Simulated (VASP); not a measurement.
A VASP calculation is set up with these files.

File KPOINTS:
```
Automatic mesh
0
Gamma
6 6 6
0 0 0
```

**POSCAR**
```
NaCl
1
    0.0000000000     2.8200000000     2.8200000000
    2.8200000000     0.0000000000     2.8200000000
    2.8200000000     2.8200000000     0.0000000000
Na Cl
1 1
Direct
  0.0000000000   0.0000000000   0.0000000000
  0.5000000000   0.5000000000   0.5000000000
```

**INCAR**
```
PREC=Accurate
LWAVE=F
NELM=100
GGA=PE   ! PBE
ISIF=2   ! forces and stress, cell fixed
LREAL=F   ! projection in real space or not
SYSTEM=NaCl
ENCUT=400
ISMEAR=0
LCHARG=F
ALGO=Normal   ! blocked Davidson
SIGMA=0.05
EDIFF=1E-6   ! SCF stop (eV)
LASPH=T   ! aspherical one-centre terms
```

POTCAR, in this order: Na_pv Cl (PBE.64 set). Program: vasp_std.

Q: Write an equivalent input for Quantum ESPRESSO's pw.x.

A: One equivalent input (not run):
```
&CONTROL
  calculation = 'scf'
  pseudo_dir = './pseudo'
  outdir = './out'
  tprnfor = .true.
  tstress = .true.
/
&SYSTEM
  ibrav = 0
  nat = 2
  ntyp = 2
  ecutwfc = 88
  occupations = 'smearing'
  smearing = 'gaussian'
  degauss = 0.003675
  input_dft = 'pbe'
/
&ELECTRONS
  conv_thr = 7.3e-08
  electron_maxstep = 100
/
ATOMIC_SPECIES
  Na 22.990 Na.upf
  Cl 35.450 Cl.upf
CELL_PARAMETERS angstrom
     0.0000000    2.8200000    2.8200000
     2.8200000    0.0000000    2.8200000
     2.8200000    2.8200000    0.0000000
ATOMIC_POSITIONS crystal
  Na   0.0000000  0.0000000  0.0000000
  Cl   0.5000000  0.5000000  0.5000000
K_POINTS automatic
  6 6 6 0 0 0
```
Limits of the translation: the potentials are each code's own (VASP's PAW set, PseudoDojo norm-conserving files in pw.x), so ENCUT and ecutwfc are chosen apart and not converted; conv_thr bounds pw.x's estimated SCF error, while EDIFF bounds the energy change between steps.

The compound is NaCl in the rock salt structure. The cell was not relaxed at this level.
